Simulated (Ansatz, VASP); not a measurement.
## Cross-check of Ru (Ru(0001)) between VASP and Ansatz

Aim: how closely do two programs agree when they are given the same cell, functional and k mesh? The cell is taken from a series of runs on this material, whose earlier steps may have relaxed, scaled, displaced or heated it; both programs get it as it stands.

Program: Ansatz 0.2.0. Level of theory: plane waves, with VASP 6.6.1 beside it; single point at LDA. Results are calculated unless marked as measured.

## (1) The starting structure

The cell holds 7 atoms: 7 Ru. Its edges and angles: a = 2.700 Å, b = 2.700 Å, c = 30.830 Å, α = 90.0°, β = 90.0°, γ = 60.0°. Vacuum lies along c.

## (2) VASP: single point, LDA

A single point gives forces, pressure and levels at one fixed geometry, so differences don't come from the geometry; what else differs is listed under the comparison.

Lines of VASP's logs that name or quote its potential files are left out, and so is its time.

INCAR reads:

```
SYSTEM = Ru
PREC = Accurate
ENCUT = 400
EDIFF = 1E-06
NELM = 120
ISMEAR = -1
SIGMA = 0.1
LREAL = .FALSE.
ALGO = Normal
GGA = PW92
NBANDS = 60
LASPH = .TRUE.
LORBIT = 11
LWAVE = .FALSE.
LCHARG = .FALSE.
ISIF = 2
LDIPOL = .TRUE.
IDIPOL = 3
DIPOL = 0.5 0.5 0.5
LVHAR = .TRUE.
GGA_COMPAT = .FALSE.
NELMDL = -8
KPAR = 2
```

POSCAR reads:

```
Ru
1.0
    2.7000000000      0.0000000000      0.0000000000
    1.3500000000      2.3382685902      0.0000000000
    0.0000000000      0.0000000000     30.8304000000
Ru
7
Direct
    0.0000000000      0.0000000000      0.2919196637
    0.6666666667      0.6666666667      0.3612797758
    0.0000000000      0.0000000000      0.4306398879
    0.6666666667      0.6666666667      0.5000000000
    0.0000000000      0.0000000000      0.5693601121
    0.6666666667      0.6666666667      0.6387202242
    0.0000000000      0.0000000000      0.7080803363
```

KPOINTS reads:

```
Automatic mesh
0
Gamma
24 24 1
0 0 0
```

The projector-augmented-wave data sets are Ru_pv (LDA family, release 64).

Launch:

```console
> mpirun -np 2 vasp_std
```

Numbers of over 12 decimals in the logs are rounded to 6 here.

Log:

```text
[banner, memory and clock lines left out]
running    2 mpi-ranks, on    1 nodes
 distrk:  each k-point on    1 cores,    2 groups
 distr:  one band on    1 cores,    1 groups

 POSCAR found type information on POSCAR Ru
 POSCAR found :  1 types and       7 ions
|                                                                             |
|               ----> ADVICE to this user running VASP <----                  |
|                                                                             |
|     You enforced a specific xc type in the INCAR file but a different       |
|     [... a line on the potential file left out ...]
|     I HOPE YOU KNOW WHAT YOU ARE DOING!                                     |
|                                                                             |

 LDA part: xc-table for (Slater(with rela. corr.)+PW92), standard interpolation
 POSCAR, INCAR and KPOINTS ok, starting setup
 FFT: planning ... GRIDC
 FFT: planning ... GRID_SOFT
 FFT: planning ... GRID
 WAVECAR not read
 entering main loop
       N       E                     dE             d eps       ncg     rms          rms(c)
DAV:   1     0.951491714284E+03    0.95149E+03   -0.56134E+04  9472   0.134E+03
DAV:   2    -0.432875951986E+02   -0.99478E+03   -0.95897E+03  7960   0.449E+02
DAV:   3    -0.761003164931E+02   -0.32813E+02   -0.31354E+02  9312   0.776E+01
DAV:   4    -0.773723065883E+02   -0.12720E+01   -0.12419E+01  9244   0.115E+01
DAV:   5    -0.774304722932E+02   -0.58166E-01   -0.57797E-01  9780   0.213E+00
DAV:   6    -0.774322828012E+02   -0.18105E-02   -0.17918E-02  9588   0.339E-01
DAV:   7    -0.774323994169E+02   -0.11662E-03   -0.11526E-03  9956   0.642E-02
DAV:   8    -0.774324081855E+02   -0.87685E-05   -0.86580E-05  7768   0.120E-02    0.326E+01
DAV:   9    -0.786101230404E+02   -0.11777E+01   -0.38206E+01  8604   0.357E+01    0.227E+01
DAV:  10    -0.164605159586E+03   -0.85995E+02   -0.32937E+02 10752   0.101E+02    0.782E+01
DAV:  11    -0.109109060349E+03    0.55496E+02   -0.63223E+01  8916   0.212E+01    0.485E+01
DAV:  12    -0.759425204761E+02    0.33167E+02   -0.26521E+01  8744   0.370E+01    0.183E+01
DAV:  13    -0.726212619768E+02    0.33213E+01   -0.23609E+01  9332   0.222E+01    0.793E+00
DAV:  14    -0.722493303247E+02    0.37193E+00   -0.28320E+00  9120   0.979E+00    0.499E+00
[...]
DAV:  27    -0.722005436825E+02   -0.29192E-04   -0.18484E-05  7672   0.290E-02    0.849E-03
DAV:  28    -0.722005851381E+02   -0.41456E-04   -0.10799E-05  6676   0.179E-02    0.211E-02
DAV:  29    -0.722005891530E+02   -0.40149E-05   -0.44982E-06  6040   0.146E-02    0.103E-02
DAV:  30    -0.722005910290E+02   -0.18759E-05   -0.82806E-07  4532   0.568E-03    0.409E-03
DAV:  31    -0.722005921050E+02   -0.10760E-05   -0.31638E-07  3952   0.285E-03    0.119E-03
DAV:  32    -0.722005937079E+02   -0.16029E-05   -0.22491E-07  4092   0.235E-03    0.106E-03
DAV:  33    -0.722005948420E+02   -0.11341E-05   -0.87866E-08  3832   0.127E-03    0.102E-03
DAV:  34    -0.722005956004E+02   -0.75837E-06   -0.36871E-08  3752   0.734E-04
   1 F= -.72200596E+02 E0= -.72079481E+02  d E =-.242228E+00
```

From OUTCAR (step 2):

```text
ion  position               nearest neighbor table
   1  0.000  0.000  0.292-   2 2.65   2 2.65   2 2.65
   2  0.667  0.667  0.361-   1 2.65   3 2.65   1 2.65   3 2.65   1 2.65   3 2.65
   3  0.000  0.000  0.431-   2 2.65   4 2.65   2 2.65   4 2.65   2 2.65   4 2.65
   4  0.667  0.667  0.500-   3 2.65   5 2.65   3 2.65   5 2.65   3 2.65   5 2.65
   5  0.000  0.000  0.569-   4 2.65   6 2.65   4 2.65   6 2.65   4 2.65   6 2.65
   6  0.667  0.667  0.639-   5 2.65   7 2.65   5 2.65   7 2.65   5 2.65   7 2.65
   7  0.000  0.000  0.708-   6 2.65   6 2.65   6 2.65

  LATTYP: Found a hexagonal cell.
 ALAT       =     2.7000000000
 C/A-ratio  =    11.4186666667

 Subroutine GETGRP returns: Found 12 space group operations
 (whereof 12 operations were pure point group operations)

The static configuration has the point symmetry D_3h.

 Found     61 irreducible k-points:

   k-points           NKPTS =     61   k-points in BZ     NKDIM =     61   number of bands    NBANDS=     60

   dimension x,y,z NGX =    18 NGY =   18 NGZ =  210
   dimension x,y,z NGXF=    36 NGYF=   36 NGZF=  420

   ENCUT  =  400.0 eV  29.40 Ry    5.42 a.u.   4.40  4.40 50.28*2*pi/ulx,y,z

   NELECT =      98.0000    total number of electrons

 k-points in reciprocal lattice and weights: Automatic mesh
   0.00000000  0.00000000  0.00000000       0.002
   0.04166667 -0.00000000  0.00000000       0.010
   0.08333333  0.00000000  0.00000000       0.010
   0.12500000 -0.00000000  0.00000000       0.010
   0.16666667  0.00000000  0.00000000       0.010
   0.20833333 -0.00000000  0.00000000       0.010
   0.25000000 -0.00000000  0.00000000       0.010
   0.29166667  0.00000000  0.00000000       0.010
   0.33333333  0.00000000  0.00000000       0.010
[...]
-0.37500000  0.29166667  0.00000000       0.021
  -0.33333333  0.33333333  0.00000000       0.003

 dipolmoment           0.000000      0.000000      0.000000 electrons x Angstroem

 average (electrostatic) potential at core
       1 -76.3996       2 -76.8233       3 -76.7164       4 -76.7009       5 -76.7164
       6 -76.8233       7 -76.3996

 E-fermi :   3.4666

 k-point     1 :       0.0000    0.0000    0.0000
  band No.  band energies     occupation
    ...
     50       2.8678      1.99500
     51       2.8678      1.99500
     52       3.0234      1.97650
     53       3.5085      0.79379
     54       3.5085      0.79379
     55       4.0821      0.00424
     56       4.0821      0.00424
     57       4.1195      0.00292
     58       4.4745      0.00008
     59       4.4745      0.00008
    ...

 k-point     2 :       0.0417   -0.0000    0.0000
  band No.  band energies     occupation
    ...
     50       2.8475      1.99591
     51       2.8508      1.99578
     52       2.8769      1.99452
     53       3.4918      0.87484
     54       3.5262      0.71051
     55       3.7141      0.15531
     56       3.9234      0.02055
     57       4.0723      0.00467
     58       4.1805      0.00159
     59       4.4754      0.00008
    ...

 k-point     3 :       0.0833    0.0000    0.0000
  band No.  band energies     occupation
    ...
     51       2.7530      1.99841
     52       2.7985      1.99749
     53       3.2506      1.79332
     54       3.3244      1.61139
     55       3.4479      1.09341
     56       3.6985      0.17913
     57       4.0452      0.00612
     58       4.3783      0.00022
     59       4.4767      0.00008
     60       4.6810      0.00001

  Total       -9.9033210     -9.9033209     -9.6006104      0.0000000     -0.0000000      0.0000000
  in kB      -81.5181128    -81.5181128    -79.0263841      0.0000000     -0.0000000      0.0000000
  external PRESSURE =     -80.6875366 kB  Pullay stress =       0.0000000 kB

  energy-cutoff  :      400.00
  volume of cell :      194.64
      direct lattice vectors                 reciprocal lattice vectors
     2.700000000  0.000000000  0.000000000     0.370370370 -0.213833433  0.000000000
     1.350000000  2.338268590  0.000000000     0.000000000  0.427666866  0.000000000
     0.000000000  0.000000000 30.830400000     0.000000000  0.000000000  0.032435518

 POSITION                                       TOTAL-FORCE (eV/Angst)
 -----------------------------------------------------------------------------------
      0.00000      0.00000      9.00000        -0.000000      0.000000      1.214147
      2.70000      1.55885     11.13840         0.000000      0.000000     -0.672163
      0.00000      0.00000     13.27680        -0.000000     -0.000000     -0.197837
      2.70000      1.55885     15.41520        -0.000000     -0.000000      0.000000
      0.00000      0.00000     17.55360        -0.000000     -0.000000      0.197837
      2.70000      1.55885     19.69200         0.000000      0.000000      0.672163
      0.00000      0.00000     21.83040        -0.000000     -0.000000     -1.214147
 -----------------------------------------------------------------------------------
    total drift:                               -0.000000     -0.000000      0.000000

  FREE ENERGIE OF THE ION-ELECTRON SYSTEM (eV)
  ---------------------------------------------------
  free  energy   TOTEN  =       -72.2005956004 eV

  energy  without entropy=      -71.9583671752  energy(sigma->0) =      -72.07948139

 vacuum level on the upper side and lower side of the slab         8.893         8.893

 total charge
# of ion       s       p       d       tot
------------------------------------------
    1        0.391   6.218   5.933  12.542
    2        0.407   6.318   5.940  12.665
    3        0.409   6.321   5.956  12.686
    4        0.409   6.321   5.957  12.687
    5        0.409   6.321   5.956  12.686
    6        0.407   6.318   5.940  12.665
    7        0.391   6.218   5.933  12.542
--------------------------------------------------
tot          2.821  44.035  41.614  88.471

[... 3 further parts left out ...]
```

(Part 1 of 2 ends here.)

[Lines on the potential files, build, host, timing and source positions are cut from VASP's logs without a mark.]

[Logs are printed without paths, hosts, clocks, repeated set-up lines and the standing remarks that a program may print on its own settings, such as how far it seeks lower states.]

[Hosts, paths, dates, database ids (printed as entryN), source tags and the programs' standing remarks are cut or masked in the printed files.]
